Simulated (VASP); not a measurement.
Input for VASP

KPOINTS:
```
Automatic mesh
0
Gamma
5 5 7
0 0 0
```

**INCAR**
```
SYSTEM = SiO2
PREC = Accurate; ENCUT = 500; LREAL = .FALSE.
LASPH = .TRUE.
EDIFF = 1E-6; NELM = 100; ALGO = Normal
ISMEAR = 0; SIGMA = 0.05
GGA = PE
LWAVE = .FALSE.; LCHARG = .TRUE.
```

File POSCAR:
```
SiO2
1
    4.2331700000     0.0000000000     0.0000000000
    0.0000000000     4.2331700000     0.0000000000
    0.0000000000     0.0000000000     2.6934900000
Si O
2 4
Direct
  0.5000000000   0.5000000000   0.5000000000
  0.0000000000   0.0000000000   0.0000000000
  0.6931600000   0.6931600000   0.0000000000
  0.3068400000   0.3068400000   0.0000000000
  0.8068400000   0.1931600000   0.5000000000
  0.1931600000   0.8068400000   0.5000000000
```

POTCAR, in this order: Si O (PBE.64 set). Program: vasp_std.

Problem. Translate this PBE calculation to Ansatz.

Solution. One equivalent input (not run):
Ansatz 0.2 input:
```yaml
crystal:
  lattice:
    - [4.2331700, 0.0000000, 0.0000000]
    - [0.0000000, 4.2331700, 0.0000000]
    - [0.0000000, 0.0000000, 2.6934900]
  atoms:
    - { symbol: Si, position: [0.5000000, 0.5000000, 0.5000000] }
    - { symbol: Si, position: [0.0000000, 0.0000000, 0.0000000] }
    - { symbol: O, position: [0.6931600, 0.6931600, 0.0000000] }
    - { symbol: O, position: [0.3068400, 0.3068400, 0.0000000] }
    - { symbol: O, position: [0.8068400, 0.1931600, 0.5000000] }
    - { symbol: O, position: [0.1931600, 0.8068400, 0.5000000] }
kpoints:
  mp_grid: { grid: [5, 5, 7] }
hamiltonian:
  xc: pbe
  pseudopotentials: { kind: paw }
scf:
  occupations: { method: gaussian, width: 0.05 }
  max_iter: 100
output: { forces: true, stress: true, eigenvalues: true }
```
What does not carry over: each code has its own PAW files, so the cut-off isn't converted (ENCUT is set for VASP's; basis.ecutwfc is left out, and Ansatz then takes the one that its files recommend); Ansatz stops its SCF on the density residual and VASP on the energy change (EDIFF).

The structure comes from a computed database's SiO2 entry (P4_2/mnm); how it stands against other phases isn't given here. The cell was not relaxed at this level.
